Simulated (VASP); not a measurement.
# Native point defects of MoS2, part 3 of 7

Which native defect is cheapest in MoS2, and how does that change with the growth condition? The start is a cell from a database of measured crystal structures.

VASP 6.6.1, plane waves and PAW; the level of theory is named at each step.

So far. Step 2 (Relaxing the host crystal): The run ended after 8 ionic steps, 0.007 eV below its first step, once forces and stress met EDIFFG = -0.02. The relaxed cell has a = 3.143, c = 18.602 Å (conventional setting).

### Step 3. The host's dielectric tensor, for the charge correction (continued)

Level of this step: PBEsol, no spin polarisation; plane waves and PAW (Mo, S) (VASP).

OUTCAR, selected parts (step 3):

```text
  LATTYP: Found a trigonal (rhomboedric) cell.
 ALAT       =     6.4607860126
 COS(alpha) =     0.8816610941

The static configuration has the point symmetry C_3v.

 Found     65 irreducible k-points:

   k-points           NKPTS =     65   k-points in BZ     NKDIM =     65   number of bands    NBANDS=     15

   dimension x,y,z NGX =    36 NGY =   36 NGZ =   36
   dimension x,y,z NGXF=    72 NGYF=   72 NGZF=   72

   ENCUT  =  300.0 eV  22.05 Ry    4.70 a.u.   9.12  9.12  9.12*2*pi/ulx,y,z

   NELECT =      18.0000    total number of electrons

  Total       -0.1366677     -0.1366677     -0.1049757      0.0000000     -0.0000000     -0.0000000
  in kB       -4.1274044     -4.1274044     -3.1702978      0.0000000     -0.0000000     -0.0000000
  external PRESSURE =      -3.8083689 kB  Pullay stress =       0.0000000 kB

  energy-cutoff  :      300.00
  volume of cell :       53.05
      direct lattice vectors                 reciprocal lattice vectors
     1.571571463  0.907347207  6.200696742     0.318152888  0.183685656  0.053757400
    -1.571571463  0.907347207  6.200696742    -0.318152888  0.183685656  0.053757400
     0.000000000 -1.814694414  6.200696742     0.000000000 -0.367371311  0.053757400

 POSITION                                       TOTAL-FORCE (eV/Angst)
 -----------------------------------------------------------------------------------
      0.00000      0.00000      0.00148         0.000000      0.000000      0.015994
      0.00000      0.00000      7.76359         0.000000     -0.000000     -0.014534
      0.00000      0.00000      4.64252         0.000000     -0.000000     -0.001460
 -----------------------------------------------------------------------------------
    total drift:                               -0.000000     -0.000000      0.000082

 MACROSCOPIC STATIC DIELECTRIC TENSOR (including local field effects in DFT)
 ------------------------------------------------------
          14.954445     0.000000     0.000000
           0.000000    14.954445     0.000000
           0.000000     0.000000     6.498579
 ------------------------------------------------------

 PIEZOELECTRIC TENSOR (including local field effects)  for field in x, y, z        (C/m^2)
          XX          YY          ZZ          XY          YZ          ZX
  --------------------------------------------------------------------------------
  x     0.00000     0.00000     0.00000     0.47153     0.00000     0.02335
  y     0.47153    -0.47153     0.00000     0.00000     0.02335     0.00000
  z    -0.00460    -0.00460     0.06184     0.00000     0.00000     0.00000

 BORN EFFECTIVE CHARGES (including local field effects) (in |e|, cummulative output)
 ---------------------------------------------------------------------------------
 ion    1
    1    -1.15974     0.00000     0.00000
    2     0.00000    -1.15974    -0.00000
    3     0.00000    -0.00000    -0.68746
 ion    2
    1     0.57369    -0.00000     0.00000
    2     0.00000     0.57369     0.00000
    3     0.00000     0.00000     0.30403
 ion    3
    1     0.58605     0.00000     0.00000
    2     0.00000     0.58605     0.00000
    3     0.00000     0.00000     0.38343

 Eigenvectors and eigenvalues of the dynamical matrix
 ----------------------------------------------------

   1 f  =   14.106119 THz    88.631361 2PiTHz  470.529489 cm-1    58.338195 meV
             X         Y         Z           dx          dy          dz
      0.000000  0.000000  0.001483    -0.000000   -0.000000   -0.632939
      0.000000  0.000000  7.763594     0.000000    0.000000    0.533598
      0.000000  0.000000  4.642517     0.000000    0.000000    0.560947

   2 f  =   12.374696 THz    77.752506 2PiTHz  412.775418 cm-1    51.177606 meV
             X         Y         Z           dx          dy          dz
      0.000000  0.000000  0.001483    -0.000000   -0.000000   -0.012228
      0.000000  0.000000  7.763594     0.000000    0.000000    0.717569
      0.000000  0.000000  4.642517     0.000000   -0.000000   -0.696381

   3 f  =   11.622305 THz    73.025094 2PiTHz  387.678354 cm-1    48.065968 meV
             X         Y         Z           dx          dy          dz
      0.000000  0.000000  0.001483    -0.632919    0.000001    0.000000
      0.000000  0.000000  7.763594     0.545851   -0.000001   -0.000000
      0.000000  0.000000  4.642517     0.549053   -0.000001    0.000000

   4 f  =   11.622305 THz    73.025094 2PiTHz  387.678354 cm-1    48.065968 meV
             X         Y         Z           dx          dy          dz
      0.000000  0.000000  0.001483     0.000001    0.632919   -0.000000
      0.000000  0.000000  7.763594    -0.000001   -0.545851    0.000000
      0.000000  0.000000  4.642517    -0.000001   -0.549053    0.000000

   5 f  =    8.673852 THz    54.499422 2PiTHz  289.328572 cm-1    35.872155 meV
             X         Y         Z           dx          dy          dz
      0.000000  0.000000  0.001483     0.001477   -0.000000    0.000000
      0.000000  0.000000  7.763594    -0.708320    0.000000    0.000000
      0.000000  0.000000  4.642517     0.705890   -0.000000    0.000000

   6 f  =    8.673852 THz    54.499422 2PiTHz  289.328572 cm-1    35.872155 meV
             X         Y         Z           dx          dy          dz
      0.000000  0.000000  0.001483    -0.000000   -0.001477    0.000000
      0.000000  0.000000  7.763594     0.000000    0.708320   -0.000000
      0.000000  0.000000  4.642517    -0.000000   -0.705890    0.000000

   7 f/i=    0.000821 THz     0.005156 2PiTHz    0.027374 cm-1     0.003394 meV
             X         Y         Z           dx          dy          dz
      0.000000  0.000000  0.001483    -0.709993   -0.308740   -0.000000
      0.000000  0.000000  7.763594    -0.410454   -0.178486   -0.000000
      0.000000  0.000000  4.642517    -0.410382   -0.178454   -0.000000

   8 f/i=    0.000821 THz     0.005156 2PiTHz    0.027374 cm-1     0.003394 meV
             X         Y         Z           dx          dy          dz
      0.000000  0.000000  0.001483    -0.308740    0.709993    0.000000
      0.000000  0.000000  7.763594    -0.178486    0.410454    0.000000
      0.000000  0.000000  4.642517    -0.178454    0.410382    0.000000

   9 f/i=    0.001698 THz     0.010671 2PiTHz    0.056651 cm-1     0.007024 meV
             X         Y         Z           dx          dy          dz
      0.000000  0.000000  0.001483    -0.000000   -0.000000    0.774105
      0.000000  0.000000  7.763594    -0.000000   -0.000000    0.447626
      0.000000  0.000000  4.642517    -0.000000   -0.000000    0.447652

 MACROSCOPIC STATIC DIELECTRIC TENSOR IONIC CONTRIBUTION
 ------------------------------------------------------
           0.215981     0.000000     0.000000
           0.000000     0.215981     0.000000
           0.000000     0.000000     0.051990
 ------------------------------------------------------

 ELASTIC MODULI CONTR FROM IONIC RELAXATION (kBar)
 Direction    XX          YY          ZZ          XY          YZ          ZX
 --------------------------------------------------------------------------------
 XX        -436.5316   -294.5194  -1005.9577     -0.0000     10.8703      0.0000
 YY        -294.5194   -436.5316  -1005.9577     -0.0000    -10.8703     -0.0000
 ZZ       -1005.9577  -1005.9577  -2768.4846     -0.0000     -0.0000     -0.0000
 XY          -0.0000     -0.0000     -0.0000    -71.0061     -0.0000      8.3028
 YZ          10.8703    -10.8703     -0.0000     -0.0000  -1383.3791      0.0000
 ZX           0.0000     -0.0000     -0.0000      8.3028      0.0000  -1276.2897
 --------------------------------------------------------------------------------

 PIEZOELECTRIC TENSOR IONIC CONTR  for field in x, y, z        (C/m^2)
          XX          YY          ZZ          XY          YZ          ZX
  --------------------------------------------------------------------------------
  x     0.00000     0.00000     0.00000     0.11643     0.00000     0.00688
  y     0.11643    -0.11643     0.00000     0.00000     0.00351    -0.00000
  z     0.01265     0.01265     0.03451     0.00000     0.00000     0.00000

[... 2 parts as in an earlier step ...]

[... 2 further parts left out ...]
```

CONTCAR:

```
MoS2
   1.00000000000000
     1.5715714625999999    0.9073472070000000    6.2006967418999999
    -1.5715714625999999    0.9073472070000000    6.2006967418999999
     0.0000000000000000   -1.8146944139000001    6.2006967418999999
  Mo              S
     1     2
Direct
     0.0000797176999967    0.0000797176999967    0.0000797176999967
     0.4173506280000012    0.4173506280000012    0.4173506280000012
     0.2495696542999966    0.2495696542999966    0.2495696542999966
```

Energies printed during the response cycles are not total energies of the cell. The dielectric response converges more slowly with the mesh than energies do, so tensor and charges may still move on a finer one.

Numbers from this step:

```yaml
pressure_of_the_cell: -0.3808 GPa
largest_force_of_the_cell: 0.01599 eV/Å
fermi_energy: 6.012 eV
gap_on_the_k_mesh: 1.063 eV
least_direct_gap_on_the_k_mesh: 2.088 eV
```

Electronic dielectric tensor with local fields:

```
14.95  0.00  0.00
 0.00 14.95  0.00
 0.00  0.00  6.50
```

Ionic part of the static dielectric tensor:

```
0.2160 0.0000 0.0000
0.0000 0.2160 0.0000
0.0000 0.0000 0.0520
```

Born effective charge (e), principal values of the symmetric part by kind of site:

```csv
atom,atoms with these values,low,middle,high,mean
Mo1,1,-1.16,-1.16,-0.69,-1.00
S2,1,0.30,0.57,0.57,0.48
S3,1,0.38,0.59,0.59,0.52
```

In full for Mo1:

```
-1.16  0.00  0.00
 0.00 -1.16  0.00
 0.00  0.00 -0.69
```

Infrared lines, with heights relative to the strongest:

```csv
position (cm⁻¹),lines merged,"squared mode dipole, relative"
289,2,0.0
388,2,100
413,1,0.1
471,1,18
```

Piezoelectric tensor with clamped ions (C/m²), by row:

```csv
field,xx,yy,zz,xy,yz,zx
x,0,0,0,0.4715,0,0.02335
y,0.4715,-0.4715,0,0,0.02335,0
z,-0.0046,-0.0046,0.06184,0,0,0
```

The electrons screen with a mean of 12.14 and the ions add 0.16; the sum enters the correction.

(Continued in part 4 of 7.)

[Lines on the potential files, build, host, timing and source positions are cut from VASP's logs without a mark.]

[Logs are printed without paths, hosts, clocks, repeated set-up lines and the standing remarks that a program may print on its own settings, such as how far it seeks lower states.]

[Hosts, paths, dates, database ids (printed as entryN), source tags and the programs' standing remarks are cut or masked in the printed files.]

[In band tables of VASP the shares of atoms and orbitals are scaled to a sum of 1 inside the atoms' spheres.]

[Runs that stopped without an error message from VASP are left out.]
